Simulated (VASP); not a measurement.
# Conduction-valley splitting of BAs (F-43m) under uniaxial [001] stress, from TB-mBJ with spin-orbit coupling on LDA-relaxed cells

In a transistor channel made of a semiconductor with several equivalent conduction valleys, stress decides which valleys hold the electrons, and so which effective mass carries the current. Cubic BAs, of interest for electronics because it conducts heat very well, has six such valleys along the Γ–X lines. Stress along [001] separates the two on the stress axis from the four along [100] and [010]. We calculate how far apart they move and which set lies lower. The splitting is the energy of the [100] valley less that of the [001] valley, so a positive value means that [001] is lower. The separate valley energies are counted from the valence-band top at the zone centre. All values are computed; no measured splitting is compared here.

## How the numbers were made

The start is a typed prototype cell. The crystal was relaxed with LDA. Strain is imposed along [001]; the strain across the axis is adjusted until the stress across it vanishes, and the atoms are relaxed with LDA. VASP 6.6.1, plane waves with PAW, cutoff 480 eV, no spin polarisation. Band edges are single points at TB-mBJ with spin-orbit coupling on these cells, k mesh 9×9×9, read on short lines of k points at the zone centre and through the valleys; energies are counted from the valence-band top at the zone centre.  All levels use the PAW data sets made with LDA.

Notes on method and selection:

- A valley's energy from the valence-band top holds the shift of that top as well as the shift of the valley.
- The TB-mBJ parameter c is fixed anew from the density of each cell, so it changes along the series.
- Runs that did not converge, have known faults or may not be shown are not listed, and runs on Ansatz's PAW sets soft_1 and soft_2 are kept to separate tables.

Columns:

- strain (%): strain along the axis (tension positive).
- splitting (eV): valley along [100] less valley along [001].
- Δ [001] (eV): minimum of the conduction band along Γ–X in the [001] direction.
- Δ [100] (eV): minimum of the conduction band along Γ–X in the [100] direction.
- L [111] (eV): conduction level at L along [111].
- Γ level (eV): lowest conduction level at Γ.

## Data

| member | strain (%) | splitting (eV) | Δ [001] (eV) | Δ [100] (eV) | L [111] (eV) | Γ level (eV) |
| --- | --- | --- | --- | --- | --- | --- |
| −2 % | −2.0 | 0.323 | 1.305 | 1.627 | 3.200 | 3.476 |
| −1.5 % | −1.5 | 0.240 | 1.401 | 1.641 | 3.240 | 3.523 |
| −1 % | −1.0 | 0.159 | 1.494 | 1.653 | 3.273 | 3.564 |
| −0.5 % | −0.5 | 0.079 | 1.583 | 1.662 | 3.296 | 3.598 |
| 0 % | 0.0 | 0.000 | 1.665 | 1.665 | 3.309 | 3.622 |
| +0.5 % | 0.5 | −0.077 | 1.699 | 1.622 | 3.268 | 3.596 |
| +1 % | 1.0 | −0.153 | 1.732 | 1.579 | 3.223 | 3.568 |
| +1.5 % | 1.5 | −0.228 | 1.765 | 1.537 | 3.173 | 3.539 |
| +2 % | 2.0 | ? | ? | ? | ? | ? |

Cells marked ? are withheld until the estimate has been made.

Least-squares fits to the members shown, with x = strain (%); R² and errors in the fitted variable (y, or ln y where the fit is in ln y):

| y | members | fit | R² | rms residual | leave-one-out rms | the same for the mean of the others |
| --- | --- | --- | --- | --- | --- | --- |
| splitting (eV) | 8 | y = 0.003536 − 0.1574 x | 1.00 | 0.0030 | 0.0046 | 0.21 |
| Δ [001] (eV) | 8 | y = 1.614 + 0.1327 x | 0.95 | 0.034 | 0.049 | 0.18 |

## Reading the trend

Under compression the two valleys along [001] are lowest; under tension the four along [100] and [010] are. The splitting falls at every step from 0.323 eV at −2 % to −0.228 eV at +1.5 %. Around zero strain its slope is (−0.077 − 0.079) / 1.0 = −0.156 eV per % of strain. Half a per cent of either sign thus separates the valleys by about three times the thermal energy at room temperature (roughly 0.026 eV).

A nearly-free-electron picture accounts for the sign. Near X, the lowest conduction state of the [001] valley is built largely from waves that vary across the axis. Compression along [001] widens the crystal across the axis, which lowers their kinetic energy. The corresponding waves of the [100] valley vary partly along the shortened axis and rise. With $c$ the cell length along [001], this part of the energy goes as $1/c^2$, and its slope as $1/c^3$. The steps in splitting should therefore shrink towards tension. In units of its unstrained length, $c$ is 1 − (0.020 + 0.015) / 2 = 0.9825 at the middle of the first step and 1 + (0.010 + 0.015) / 2 = 1.0125 at the middle of the last. With the smaller change across the axis neglected, the last step should be (0.9825 / 1.0125)³ = 0.91 of the first. The table gives (0.228 − 0.153) / (0.323 − 0.240) = 0.90.

The separate valley energies behave less simply. The [001] valley rises by 1.665 − 1.583 = 0.082 eV over the last half per cent of compression before zero, but by only 1.699 − 1.665 = 0.034 eV over the first half per cent of tension. This drop in step, 0.082 − 0.034 = 0.048 eV, recurs in the other three levels at roughly 0.05 eV. A kink common to four different conduction levels points to their shared zero of energy. The upper two valence levels split under either sign of strain, and the higher one becomes the new top. The valley splitting is free of this effect, because the valence-band top cancels in the difference.

## Prediction

Plain estimates from the members shown:

- +2 %, fit at x = 2.0: −0.311 eV (an extrapolation)

The straight-line fit gives −0.311 eV at +2 %, but the data are slightly bowed. The fit lies below the computed splitting at both ends of the series and above it at zero strain, so its extrapolation should come out too negative. We therefore continue the last three members with a constant change of step, which keeps the curvature expected from the $1/c^2$ dependence:

$$s_{+2} = 3s_{+1.5} - 3s_{+1} + s_{+0.5}$$

In numbers, 3 × (−0.228) − 3 × (−0.153) + (−0.077) = −0.302 eV.

The same rule, applied to the three members on the compressive side of each target, can be tried on five shown members. It gives 3 × 0.159 − 3 × 0.240 + 0.323 = 0.080 eV at −0.5 % (table 0.079), 0.000 at zero strain (0.000), −0.078 at +0.5 % (−0.077), 3 × (−0.077) − 3 × 0.000 + 0.079 = −0.152 at +1 % (−0.153) and −0.228 at +1.5 % (−0.228). The rms miss is 0.0008 eV, against 0.0046 eV for the straight line when members are left out in turn.

No further shift is added. The kink at zero strain belongs to the valence-band top and does not enter the splitting, and the steps on the tensile side change smoothly. We round the rms miss up to 0.001 eV for the error bar. The four valleys along [100] and [010] should remain lowest at +2 %.

**Committed estimate, +2 %: splitting = −0.302 ± 0.001 eV.**

## The withheld result

| member | strain (%) | splitting (eV) | Δ [001] (eV) | Δ [100] (eV) | L [111] (eV) | Γ level (eV) |
| --- | --- | --- | --- | --- | --- | --- |
| +2 % | 2.0 | −0.302 | 1.797 | 1.495 | 3.119 | 3.509 |

| member | estimate | splitting (eV) | computed | estimate − computed | miss in error bars |
| --- | --- | --- | --- | --- | --- |
| +2 % | committed | −0.302 | −0.302 | 0.000 | 0.0 |
| +2 % | fit | −0.311 | −0.302 | −0.009 |  |

The estimate of −0.302 eV agrees with the computed splitting to the last printed digit, well inside its error bar of 0.001 eV. Rounding of the three splittings used can by itself shift the estimate by about 0.001 eV, so agreement this close was not assured. The straight-line fit gave −0.311 eV, too negative by 0.009 eV, as expected from the bow in the data.

The argument for keeping the curvature held. The last step is 0.302 − 0.228 = 0.074 eV, against 0.323 − 0.240 = 0.083 eV for the first, a ratio of 0.074 / 0.083 = 0.89. The middle of the last step is now at 1 + (0.015 + 0.020) / 2 = 1.0175, and the $1/c^3$ slope gives (0.9825 / 1.0175)³ = 0.90 when the change across the axis is neglected. This fits the kinetic-energy picture, but the three-point rule would follow any smooth curve equally well, so its success is a test of smoothness more than of the mechanism. The [100] and [010] valleys remain lowest at +2 %, as predicted.

## Departures from the trend

Least-squares fits to the whole series, with x = strain (%); R² and errors in the fitted variable (y, or ln y where the fit is in ln y):

| y | members | fit | R² | rms residual | leave-one-out rms | the same for the mean of the others |
| --- | --- | --- | --- | --- | --- | --- |
| splitting (eV) | 9 | y = 0.004556 − 0.1561 x | 1.00 | 0.0037 | 0.0053 | 0.23 |
| Δ [001] (eV) | 9 | y = 1.605 + 0.1217 x | 0.94 | 0.038 | 0.053 | 0.18 |

Largest departures from the fit to the whole series:

| member | splitting (eV) | fit | computed − fit | in rms residuals |
| --- | --- | --- | --- | --- |
| −2 % | 0.323 | 0.317 | +0.006 | 1.7 |
| +2 % | −0.302 | −0.308 | +0.006 | 1.5 |
| 0 % | 0.000 | 0.005 | −0.005 | 1.2 |
| −0.5 % | 0.079 | 0.083 | −0.004 | 1.0 |

No single strain stands out. The computed splitting lies 0.006 eV above the straight line at both −2 % and +2 %, and 0.005 eV below it at zero strain, which is the pattern a line leaves when drawn through a gently curved series. The departures therefore reflect the shrinking steps in splitting and need no separate cause for each member.

## What to take away

Between −2 % and +2 %, compression along [001] puts the two [001] valleys lowest and tension puts the four [100] and [010] valleys lowest. Interpolation between neighbouring rows should give the splitting to about 0.001 eV at this level of theory.

A splitting of 0.1 eV takes 0.5 + 0.5 × (0.1 − 0.079) / (0.159 − 0.079) = 0.63 % compression, or 0.5 + 0.5 × (0.1 − 0.077) / (0.153 − 0.077) = 0.65 % tension. At room temperature the Boltzmann factor is then exp(−0.1 / 0.026) = 0.02. At low electron density and with equal densities of states per valley, the upper valleys hold about 4 % of the electrons under compression (four above two) and 1 % under tension (two above four).

We know of no omitted effect as large as the spread of the splitting, 0.323 + 0.302 = 0.625 eV. Lattice vibrations lower the gap, but the shift is the same for all six valleys in the unstrained crystal and should largely cancel between them at small strain.
